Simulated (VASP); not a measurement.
VASP runs on RuS$_{2}$ (space group Pa-3) share one base input (HSE06 screened hybrid, plane waves, VASP's PBE PAW potentials (set 64)) and change the settings named in each case.

INCAR:
```
SYSTEM = RuS2
PREC = Accurate
ENCUT = 300
EDIFF = 1E-6
NELM = 100
ALGO = Normal
LREAL = .FALSE.
LASPH = .TRUE.
ISMEAR = 0
SIGMA = 0.01
GGA = PE
HFSCREEN = 0.2
AEXX = 0.25
LHFCALC = .TRUE.
PRECFOCK = Fast
ISYM = 3
LMAXMIX = 4
LWAVE = .FALSE.
LCHARG = .FALSE.
ISIF = 2
```

### KPOINTS
```
K-points
0
gamma
3 3 3
```

File POSCAR:
```
RuS2
1
    5.6874790000     0.0000000000     0.0000000000
    0.0000000000     5.6874790000     0.0000000000
    0.0000000000     0.0000000000     5.6874790000
Ru S
4 8
Direct
  0.0000000000   0.5000000000   0.5000000000
  0.5000000000   0.5000000000   0.0000000000
  0.5000000000   0.0000000000   0.5000000000
  0.0000000000   0.0000000000   0.0000000000
  0.3882000000   0.1118000000   0.8882000000
  0.6118000000   0.8882000000   0.1118000000
  0.1118000000   0.8882000000   0.3882000000
  0.8882000000   0.1118000000   0.6118000000
  0.8882000000   0.3882000000   0.1118000000
  0.1118000000   0.6118000000   0.8882000000
  0.6118000000   0.6118000000   0.6118000000
  0.3882000000   0.3882000000   0.3882000000
```

POTCAR, in this order: Ru_pv S (PBE.64 set). Program: vasp_std.

```json
[
 {"change": "base run", "E(σ→0) (eV/atom)": "-7.8961", "pressure (GPa)": "-9.29", "largest force (eV/Å)": "0.468"},
 {"change": "AEXX removed, HFSCREEN removed, ISYM removed, LHFCALC removed, PRECFOCK removed", "E(σ→0) (eV/atom)": "-6.3758", "pressure (GPa)": "-4.19", "largest force (eV/Å)": "0.199"},
 {"change": "HFRCUT = -1, HFSCREEN removed", "E(σ→0) (eV/atom)": "-8.5662", "pressure (GPa)": "-9.20", "largest force (eV/Å)": "0.513"},
 {"change": "KPOINTS 1×1×1 Γ-centred mesh", "E(σ→0) (eV/atom)": "-8.5672", "pressure (GPa)": "-21.07", "largest force (eV/Å)": "5.630"},
 {"change": "KPOINTS 2×2×2 Γ-centred mesh", "E(σ→0) (eV/atom)": "-7.8943", "pressure (GPa)": "-9.12", "largest force (eV/Å)": "0.437"},
 {"change": "ENCUT = 240", "E(σ→0) (eV/atom)": "-7.8751", "pressure (GPa)": "-14.19", "largest force (eV/Å)": "0.446"},
 {"change": "ENCUT = 270", "E(σ→0) (eV/atom)": "-7.8919", "pressure (GPa)": "-9.84", "largest force (eV/Å)": "0.444"},
 {"change": "KPOINTS 1×1×1 Γ-centred mesh shifted by (0.5, 0.5, 0.5)", "E(σ→0) (eV/atom)": "-8.0436", "pressure (GPa)": "-12.16", "largest force (eV/Å)": "4.146"},
 {"change": "EDIFF = 1E-05", "E(σ→0) (eV/atom)": "-7.8961", "pressure (GPa)": "-9.28", "largest force (eV/Å)": "0.468"}
]
```
 Energies of different potentials or functionals have different zeros.

Left out are runs that ran out of time, are held back, or changed the cell or the kind of run, fixed moments of cells without a moment, rows past the twelfth, gaps on odd meshes, pressures of charged cells and columns that move by less than the noise.

The structure comes from a computed database's RuS2 entry; how it stands against other phases isn't given here. The cell was not relaxed at this level, forces remain on its atoms, its lattice was scaled by up to 2.5 %.
